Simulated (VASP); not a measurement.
# CsLi3P2 (R-3m) in VASP: a series of runs

The runs below take CsLi3P2 through single point, relaxation of cell and atoms, with PBE.

All numbers are computed with VASP 6.6.1; they aren't measurements. Logs are shortened: lines on timing, memory, paths and dates and some standing lists are left out, and cuts for length are marked.

## 1. The cell of the first run

The structure is trigonal, space group R-3m (No. 166). Conventional cell: a = 8.090 Å, b = 8.090 Å, c = 9.113 Å, α = 90.00°, β = 90.00°, γ = 120.00°. Cs (site symmetry -3m) is surrounded by 2 P at 3.41 Å and 6 Li at 3.83 Å. Li (site symmetry 2/m) is surrounded by 2 P at 2.36 Å. Around P (site symmetry 3m) lie 1 P at 2.30 Å and 3 Li at 2.36 Å.

The cell was built by a generator and needn't be a form met in nature.

## 2. Single point, PBE (random cell by space group and Wyckoff sites (R-3m, No. 166))

INCAR

```
ALGO = Fast
EDIFF = 1E-6
ENCUT = 520
GGA = PE
ISIF = 2
ISMEAR = 0
LASPH = T
LCHARG = F
LREAL = F
LWAVE = F
NBANDS = 23
NELM = 60
PREC = Accurate
SIGMA = 0.02
```

KPOINTS

```
k-points
0
Gamma
  6 6 6
```

POSCAR

```
CsLi3P2
1.0
    4.0449324452      2.3353428361      3.0375838865
   -4.0449324452      2.3353428361      3.0375838865
    0.0000000000     -4.6706856722      3.0375838865
Cs Li P
1 3 2
Direct
    0.5000000000      0.5000000000      0.5000000000
    0.0000000000      0.0000000000      0.5000000000
    0.5000000000      0.0000000000      0.0000000000
    0.0000000000      0.5000000000      0.0000000000
    0.1260923940      0.1260923940      0.1260923940
    0.8739076060      0.8739076060      0.8739076060
```

Potentials or basis: VASP PAW PBE potentials, release 64 (Cs_sv, Li_sv, P).

Started as:

```bash
$ cat potpaw_PBE.64/Cs_sv/POTCAR potpaw_PBE.64/Li_sv/POTCAR potpaw_PBE.64/P/POTCAR > POTCAR
$ mpirun -np 1 vasp_std > vasp.out
```

OUTCAR:

```text
EDIFF = 1E-6
   ENCUT = 520
   GGA = PE
   ISIF = 2
   ISMEAR = 0
   LASPH = T
   LREAL = F
   NELM = 60
   PREC = Accurate

 ion  position               nearest neighbor table
   1  0.500  0.500  0.500-
   2  0.000  0.000  0.500-   5 2.36   6 2.36
   3  0.500  0.000  0.000-   5 2.36   6 2.36
   4  0.000  0.500  0.000-   5 2.36   6 2.36
   5  0.126  0.126  0.126-   6 2.30   4 2.36   3 2.36   2 2.36
   6  0.874  0.874  0.874-   5 2.30   4 2.36   3 2.36   2 2.36

  LATTYP: Found a trigonal (rhomboedric) cell.
 ALAT       =     5.5715545870
 COS(alpha) =    -0.0541435641

  Lattice vectors:

 A1 = (   4.0449324452,   2.3353428361,   3.0375838865)
 A2 = (  -4.0449324452,   2.3353428361,   3.0375838865)
 A3 = (   0.0000000000,  -4.6706856722,   3.0375838865)

Analysis of symmetry for initial positions (statically):
=====================================================================
 Subroutine PRICEL returns:
 Original cell was already a primitive cell.

 Routine SETGRP: Setting up the symmetry group for a
 trigonal (rhombohedral) supercell.

 Subroutine GETGRP returns: Found 12 space group operations
 (whereof 12 operations were pure point group operations)
 out of a pool of 12 trial point group operations.

The static configuration has the point symmetry D_3d.

Analysis of symmetry for dynamics (positions and initial velocities):
=====================================================================
 Subroutine PRICEL returns:
 Original cell was already a primitive cell.

 Routine SETGRP: Setting up the symmetry group for a
 trigonal (rhombohedral) supercell.

 Subroutine GETGRP returns: Found 12 space group operations
 (whereof 12 operations were pure point group operations)
 out of a pool of 12 trial point group operations.

The dynamic configuration has the point symmetry D_3d.

 Subroutine INISYM returns: Found 12 space group operations
 (whereof 12 operations are pure point group operations),
 and found     1 'primitive' translations

----------------------------------------------------------------------------------------

                                     Primitive cell

  volume of cell :     172.1636

  direct lattice vectors                    reciprocal lattice vectors
     4.044932445  2.335342836  3.037583887     0.123611459  0.071367109  0.109736338
    -4.044932445  2.335342836  3.037583887    -0.123611459  0.071367109  0.109736338
     0.000000000 -4.670685672  3.037583887     0.000000000 -0.142734218  0.109736338

  length of vectors
     5.571554587  5.571554587  5.571554587     0.180041998  0.180041998  0.180041998

  position of ions in fractional coordinates (direct lattice)
     0.500000000  0.500000000  0.500000000
     0.000000000  0.000000000  0.500000000
     0.500000000  0.000000000  0.000000000
     0.000000000  0.500000000  0.000000000
     0.126092394  0.126092394  0.126092394
     0.873907606  0.873907606  0.873907606

  ion indices of the primitive-cell ions
   primitive index   ion index
                 1           1
                 2           2
                 3           3
                 4           4
                 5           5
                 6           6

----------------------------------------------------------------------------------------

 KPOINTS: k-points

Automatic generation of k-mesh.
 Grid dimensions read from file:
 generate k-points for:    6    6    6

 Generating k-lattice:

  Cartesian coordinates                     Fractional coordinates (reciprocal lattice)
     0.020601910  0.011894518  0.018289390     0.166666667  0.000000000  0.000000000
    -0.020601910  0.011894518  0.018289390     0.000000000  0.166666667  0.000000000
     0.000000000 -0.023789036  0.018289390     0.000000000  0.000000000  0.166666667

  Length of vectors
     0.030007000  0.030007000  0.030007000

  Shift w.r.t. Gamma in fractional coordinates (k-lattice)
     0.000000000  0.000000000  0.000000000

 Subroutine IBZKPT returns following result:
 ===========================================

 Found     32 irreducible k-points:

 Following reciprocal coordinates:
            Coordinates               Weight
  0.000000  0.000000  0.000000      1.000000
  0.166667 -0.000000 -0.000000      6.000000
  0.333333 -0.000000 -0.000000      6.000000
  0.500000 -0.000000 -0.000000      3.000000
  0.166667  0.166667  0.000000      6.000000
  0.333333  0.166667 -0.000000     12.000000
[... 16 lines left out ...]
  0.500000  0.500000  0.166667      6.000000
 -0.333333  0.500000  0.166667     12.000000
 [... further k-points ...]
   k-points           NKPTS =     32   k-points in BZ     NKDIM =     32   number of bands    NBANDS=     23
   number of dos      NEDOS =    301   number of ions     NIONS =      6
   total plane-waves  NPLWV =  74088
   dimension x,y,z NGX =    42 NGY =   42 NGZ =   42
   dimension x,y,z NGXF=    84 NGYF=   84 NGZF=   84
   ions per type =               1   3   2
   NGX,Y,Z   is equivalent  to a cutoff of  12.53, 12.53, 12.53 a.u.
   NGXF,Y,Z  is equivalent  to a cutoff of  25.06, 25.06, 25.06 a.u.
 SYSTEM =  unknown system
   PREC   = accura    normal or accurate (medium, high low for compatibility)
   ISTART =      0    job   : 0-new  1-cont  2-samecut
   ICHARG =      2    charge: 1-file 2-atom 10-const
   ISPIN  =      1    spin polarized calculation?
   LNONCOLLINEAR =      F non collinear calculations
   LSORBIT =      F    spin-orbit coupling
   LASPH  =      T    aspherical Exc in radial PAW
   ENCUT  =  520.0 eV  38.22 Ry    6.18 a.u.  10.36 10.36 10.36*2*pi/ulx,y,z
   NELM   =     60;   NELMIN=  2; NELMDL= -5     # of ELM steps
   EDIFF  = 0.1E-05   stopping-criterion for ELM
   LREAL  =      F    real-space projection
   EDIFFG = 0.1E-04   stopping-criterion for IOM
   NSW    =      0    number of steps for IOM
   IBRION =     -1    ionic relax: 0-MD 1-quasi-New 2-CG
   NFREE  =      0    steps in history (QN), initial steepest desc. (CG)
   ISIF   =      2    stress and relaxation
   ISYM   =      2    0-nonsym 1-usesym 2-fastsym
   POTIM  = 0.5000    time-step for ionic-motion
   TEBEG  =    0.0;   TEEND  =   0.0 temperature during run
   PSTRESS=    0.0 pullay stress
   NELECT =      28.0000    total number of electrons
   NUPDOWN=      -1.0000    fix difference up-down
   EMIN   =  10.00;   EMAX   =-10.00  energy-range for DOS
   EFERMI =   0.00;   METHOD = LEGACY
   ISMEAR =     0;   SIGMA  =   0.02  broadening in eV -4-tet -1-fermi 0-gaus
   EFERMI_NEDOS =   21; number of points for ismear=-14 and -15
   IALGO  =     68    algorithm
   IMIX   =      4    mixing-type and parameters
     AMIX     =   0.40;   BMIX     =  1.00
     AMIX_MAG =   1.60;   BMIX_MAG =  1.00
  volume/ion in A,a.u.               =      28.69       193.64
  Fermi-wavevector in a.u.,A,eV,Ry     =   0.893608  1.688674 10.864731  0.798535
  Thomas-Fermi vector in A             =   2.015707
   LORBIT       =      0    0 simple, 1 ext, 2 COOP (PROOUT), +10 PAW based schemes
   GGA     = PE    functional components
   LHFCALC =     F    Hartree Fock is set to
   AEXX    =    0.0000 exact exchange contribution
   IVDW    =     0    specifies the selected vdW correction
   LEPSILON=     F    determine dielectric tensor
   LRPA    =     F    only Hartree local field effects (RPA)
 non-spin polarized calculation
 RMM-DIIS sequential band-by-band and
 Gauss-broadening in eV      SIGMA  =   0.02
  energy-cutoff  :      520.00
  volume of cell :      172.16
 maximum number of plane-waves:      4661
 NGX is ok and might be reduce to    42
   NGX = 21   NGY = 21   NGZ = 21

 number of electron      27.9999946 magnetization

 Free energy of the ion-electron system (eV)
  ---------------------------------------------------
  ext. energy  EPLUGINS =         0.00000000
  ---------------------------------------------------
  free energy    TOTEN  =       -19.52889315 eV

  energy without entropy =      -19.52889315  energy(sigma->0) =      -19.52889315

 E-fermi :   1.4858     XC(G=0):  -7.2504

 val. band max:        1.3781607600   @ k =   0.5000  -0.0000  -0.0000
 cond. band min:       2.2030830951   @ k =   0.1667   0.1667   0.1667
 fundamental gap:      0.8249223351
 Fermi energy:         1.4858468745

 k-point     1 :       0.0000    0.0000    0.0000
  band No.  band energies     occupation
      1     -44.3880      2.00000
      2     -44.3870      2.00000
      3     -44.3870      2.00000
      4     -20.9723      2.00000
      5      -8.9928      2.00000
      6      -8.0134      2.00000
[... 15 lines left out ...]
     22       5.7842      0.00000
     23       6.7112      0.00000

 k-point     2 :       0.1667   -0.0000   -0.0000
  band No.  band energies     occupation
      1     -44.3879      2.00000
      2     -44.3871      2.00000
      3     -44.3870      2.00000
      4     -20.9718      2.00000
      5      -9.0284      2.00000
      6      -7.9385      2.00000
[... 15 lines left out ...]
     22       5.7867      0.00000
     23       6.9765      0.00000

 k-point     3 :       0.3333   -0.0000   -0.0000
  band No.  band energies     occupation
      1     -44.3878      2.00000
      2     -44.3872      2.00000
      3     -44.3870      2.00000
      4     -20.9709      2.00000
      5      -9.0906      2.00000
      6      -7.8536      2.00000
[... 15 lines left out ...]
     22       5.7929      0.00000
     23       7.2292      0.00000
[... 495 lines left out ...]
 k-point    23 :       0.5000    0.5000    0.1667
  band No.  band energies     occupation
      1     -44.3873      2.00000
      2     -44.3873      2.00000
      3     -44.3873      2.00000
      4     -20.9682      2.00000
      5      -9.0244      2.00000
      6      -7.9944      2.00000
[... 15 lines left out ...]
     22       7.4386      0.00000
     23       7.6397      0.00000

 k-point    24 :      -0.3333    0.5000    0.1667
  band No.  band energies     occupation
      1     -44.3875      2.00000
      2     -44.3873      2.00000
      3     -44.3872      2.00000
      4     -20.9687      2.00000
      5      -9.0808      2.00000
      6      -7.8896      2.00000
[... 15 lines left out ...]
     22       6.6932      0.00000
     23       7.4667      0.00000

 [... further k-points ...]

------------------------ aborting loop because EDIFF is reached ----------------------------------------

  FORCE on cell =-STRESS in cart. coord.  units (eV):
  Direction    XX          YY          ZZ          XY          YZ          ZX
  --------------------------------------------------------------------------------------
  -------------------------------------------------------------------------------------
  Total        0.0037286      0.0037286     -0.0574560     -0.0000000      0.0000000      0.0000000
  in kB        0.0346990      0.0346990     -0.5346927     -0.0000000      0.0000000      0.0000000
  external PRESSURE =      -0.1550983 kB  Pullay stress =       0.0000000 kB

 VOLUME and BASIS-vectors are now :
 -----------------------------------------------------------------------------
  energy-cutoff  :      520.00
  volume of cell :      172.16
      direct lattice vectors                 reciprocal lattice vectors
     4.044932445  2.335342836  3.037583887     0.123611459  0.071367109  0.109736338
    -4.044932445  2.335342836  3.037583887    -0.123611459  0.071367109  0.109736338
     0.000000000 -4.670685672  3.037583887     0.000000000 -0.142734218  0.109736338

 POSITION                                       TOTAL-FORCE (eV/Angst)
 -----------------------------------------------------------------------------------
      0.00000      0.00000      4.55638        -0.000000     -0.000000     -0.000000
      0.00000     -2.33534      1.51879        -0.000000      0.000000     -0.000000
      2.02247      1.16767      1.51879         0.000000     -0.000000     -0.000000
     -2.02247      1.16767      1.51879         0.000000      0.000000     -0.000000
      0.00000      0.00000      1.14905         0.000000      0.000000     -0.042499
      0.00000      0.00000      7.96370         0.000000      0.000000      0.042499
 -----------------------------------------------------------------------------------
    total drift:                               -0.000000      0.000000     -0.000000

  FREE ENERGIE OF THE ION-ELECTRON SYSTEM (eV)
  ---------------------------------------------------
  free  energy   TOTEN  =       -19.5288931505 eV

  energy  without entropy=      -19.5288931505  energy(sigma->0) =      -19.52889315
```

It took 4.9 min on 1 thread of Intel Xeon Platinum 8488C (Sapphire Rapids), shared host; peak memory 0.32 GiB.

Results:

```
Free energy            : -19.5289 eV
Largest force          : 0.042 eV/Å
Band gap on the k mesh : 0.82 eV, indirect (least direct gap 0.89 eV)
```

Forces on the atoms (eV/Å):
```
Cs   0.000  0.000  0.000
Li   0.000  0.000  0.000
Li   0.000  0.000  0.000
Li   0.000  0.000  0.000
P    0.000  0.000 -0.042
P    0.000  0.000  0.042
```

Levels at points of the mesh, in eV from the valence-band top:
| k point | band 11 | band 12 | band 13 | band 14 | band 15 | band 16 | band 17 | band 18 |
| --- | --- | --- | --- | --- | --- | --- | --- | --- |
| (0.00, 0.00, 0.00) | -2.17 | -2.17 | -0.32 | -0.32 | 0.98 | 3.54 | 3.54 | 3.56 |
| (0.50, 0.00, 0.00) | -2.11 | -2.03 | -0.15 | 0.00 | 1.77 | 1.96 | 2.82 | 2.94 |
| (0.50, 0.50, 0.00) | -2.41 | -2.07 | -0.61 | -0.19 | 1.73 | 2.71 | 2.80 | 3.46 |
| (0.50, 0.50, 0.50) | -2.35 | -2.22 | -0.41 | -0.41 | 2.61 | 2.85 | 2.85 | 3.57 |

Caveat: the cutoff is under 1.25 times the usual one of these potentials, so pressure, stress and relaxed cells hold a basis-set (Pulay) error; spin-orbit coupling is left out, which moves the levels of the heavy elements.

## 3. Relaxation of cell and atoms, PBE (random cell by space group and Wyckoff sites (R-3m, No. 166))

INCAR

```
SYSTEM = CsLi3P2
  PREC = Accurate
  ENCUT = 600
  EDIFF = 1E-6
  ISMEAR = 0
  SIGMA = 0.02
  LREAL = .False.
  LASPH = .True.
  NELM = 60
  ALGO = Fast
  ISIF = 3
  LWAVE = .False.
  LCHARG = .False.
  GGA = PE
  IBRION = 2
  NSW = 100
  EDIFFG = -0.01
```

KPOINTS

```
regular mesh
0
Gamma
  6 6 6
  0 0 0
```

POSCAR

```
CsLi3P2
1.0
    4.0404444217      2.3327516745      3.0287119141
   -4.0404444217      2.3327516745      3.0287119141
    0.0000000000     -4.6655033490      3.0287119141
Cs Li P
1 3 2
Direct
    0.5000000000      0.5000000000      0.5000000000
    0.0000000000      0.0000000000      0.5000000000
    0.5000000000      0.0000000000      0.0000000000
    0.0000000000      0.5000000000      0.0000000000
    0.1261619455      0.1261619455      0.1261619455
    0.8738380545      0.8738380545      0.8738380545
```

Potentials or basis: VASP PAW PBE potentials, release 64 (Cs_sv, Li_sv, P).

Started as:

```bash
$ cat potpaw_PBE.64/Cs_sv/POTCAR potpaw_PBE.64/Li_sv/POTCAR potpaw_PBE.64/P/POTCAR > POTCAR
$ mpirun -np 1 vasp_std > vasp.out
```

Run time: 8 min. Hardware: 1 thread of Intel Xeon Platinum 8488C (Sapphire Rapids), shared host; peak memory 0.43 GiB.

The run converged. Its results:

| Property | Result |
| --- | --- |
| Free energy | -19.5293 eV |
| Relaxed volume | 28.70 Å³/atom |
| Relaxed cell | a = 5.572 Å, b = 5.572 Å, c = 5.572 Å, α = 93.12°, β = 93.12°, γ = 93.12° |
| Space group after relaxing (to 0.05 Å) | R-3m (No. 166) |
| Energy gained by relaxing | 0.1 meV/atom |
| Ionic steps | 7 |
| Pressure after relaxing | 0.0 GPa |
| Band gap on the k mesh | 0.82 eV, indirect (least direct gap 0.88 eV) |

Step by step:
| step | energy change (eV) | largest force (eV/Å) | pressure (GPa) | volume (Å³) |
| --- | --- | --- | --- | --- |
| 1 | 0.0000 | 0.0167 | 0.10 | 171.28 |
| 2 | -0.0002 | 0.0165 | 0.04 | 171.70 |
| 3 | -0.0003 | 0.0177 | 0.01 | 171.96 |
| 4 | -0.0003 | 0.0172 | -0.05 | 172.49 |
| 5 | -0.0003 | 0.0173 | -0.01 | 172.16 |
| 6 | -0.0003 | 0.0170 | -0.01 | 172.22 |
| 7 | -0.0004 | 0.0017 | -0.01 | 172.21 |

Final structure:
```
Cs Li P
1.0
     4.04606    2.33600    3.03675
    -4.04606    2.33600    3.03675
     0.00000   -4.67199    3.03675
Cs Li P
1 3 2
Direct
  0.50000 0.50000 0.50000
  0.00000 0.00000 0.50000
  0.50000 0.00000 0.00000
  0.00000 0.50000 0.00000
  0.12584 0.12584 0.12584
  0.87416 0.87416 0.87416
```

Levels at points of the mesh, in eV from the valence-band top:
```tsv
k point	band 10	band 11	band 12	band 13	band 14	band 15	band 16	band 17	band 18
(0.00, 0.00, 0.00)	-2.60	-2.18	-2.18	-0.32	-0.32	0.97	3.54	3.54	3.57
(0.50, 0.00, 0.00)	-2.56	-2.13	-2.04	-0.15	0.00	1.77	1.96	2.81	2.98
(0.50, 0.50, 0.00)	-2.65	-2.42	-2.09	-0.61	-0.19	1.72	2.70	2.80	3.45
(0.50, 0.50, 0.50)	-2.37	-2.37	-2.23	-0.41	-0.41	2.62	2.84	2.84	3.56
```

Caveat: the cutoff is under 1.25 times the usual one of these potentials, so pressure, stress and relaxed cells hold a basis-set (Pulay) error; spin-orbit coupling is left out, which moves the levels of the heavy elements.

## 4. Single point, PBE (random cell by space group and Wyckoff sites (R-3m, No. 166))

INCAR

```
SYSTEM = CsLi3P2
  PREC = Accurate
  ENCUT = 520
  EDIFF = 1E-6
  ISMEAR = 0
  SIGMA = 0.1
  LREAL = .FALSE.
  LASPH = .TRUE.
  NELM = 60
  ALGO = Normal
  ISIF = 2
  LWAVE = .FALSE.
  LCHARG = .FALSE.
  GGA = PE
  NBANDS = 23
```

KPOINTS

```
regular mesh
0
G
  3 3 3
  0 0 0
```

POSCAR

```
CsLi3P2
1.0
    3.5745048900      2.0637413600      3.1380811800
   -3.5745048900      2.0637413600      3.1380811800
    0.0000000000     -4.1274827200      3.1380811800
Cs Li P
1 3 2
Direct
    0.5000000000      0.5000000000      0.5000000000
    0.0000000000      0.0000000000      0.5000000000
    0.5000000000      0.0000000000      0.0000000000
    0.0000000000      0.5000000000      0.0000000000
    0.2266786400      0.2266786400      0.2266786400
    0.7733213600      0.7733213600      0.7733213600
```

Started as:

```bash
$ cat potpaw_PBE.64/Cs_sv/POTCAR potpaw_PBE.64/Li_sv/POTCAR potpaw_PBE.64/P/POTCAR > POTCAR
$ mpirun -np 1 vasp_std > vasp.out
```

Wall time 22 s (1 thread of Intel Xeon Platinum 8488C (Sapphire Rapids), shared host); peak memory 0.23 GiB.

Results (log left out):

```yaml
Free_energy: -16.0387 eV
Largest_force: 0.898 eV/Å
Band_gap_on_the_k_mesh: 1.28 eV, indirect (least direct gap 1.48 eV)
```

Forces on the atoms (eV/Å):
```
Cs   0.000  0.000  0.000
Li   0.000  0.000  0.000
Li   0.000  0.000  0.000
Li   0.000  0.000  0.000
P    0.000  0.000 -0.898
P    0.000  0.000  0.898
```

Levels at points of the mesh, in eV from the valence-band top:
```csv
k point,band 10,band 11,band 12,band 13,band 14,band 15,band 16,band 17,band 18,band 19
"(0.00, 0.00, 0.00)",-0.77,-0.77,-0.64,-0.24,-0.24,2.46,2.88,3.62,3.62,5.38
```

Caveat: the cutoff is under 1.25 times the usual one of these potentials, so pressure, stress and relaxed cells hold a basis-set (Pulay) error; spin-orbit coupling is left out, which moves the levels of the heavy elements; an odd mesh through Γ misses points on the zone boundary, where band edges often lie.

## 5. The runs side by side

| task | cell | k mesh | cutoff (eV) | smearing | gap on the mesh (eV) | largest force (eV/Å) |
| --- | --- | --- | --- | --- | --- | --- |
| single point | random cell by space group and Wyckoff sites (R-3m, No. 166) | 6 × 6 × 6 | 520 | gaussian 0.02 eV | 0.82 | 0.04 |
| relaxation of cell and atoms | relaxed from: random cell by space group and Wyckoff sites (R-3m, No. 166) | 6 × 6 × 6 | 600 | gaussian 0.02 eV | 0.82 | - |
| single point | random cell by space group and Wyckoff sites (R-3m, No. 166) | 3 × 3 × 3 | 520 | gaussian 0.1 eV | 1.28 | 0.90 |

Alike in all rows: level PBE; potentials or basis VASP PAW PBE potentials, release 64 (Cs_sv, Li_sv, P); no spin polarisation.

Caveats: the cutoff is under 1.25 times the usual one of these potentials, so pressure, stress and relaxed cells hold a basis-set (Pulay) error; spin-orbit coupling is left out, which moves the levels of the heavy elements; an odd mesh through Γ misses points on the zone boundary, where band edges often lie (some runs).

Total energies depend on the potentials used, so only differences within one code and one set of settings carry meaning.
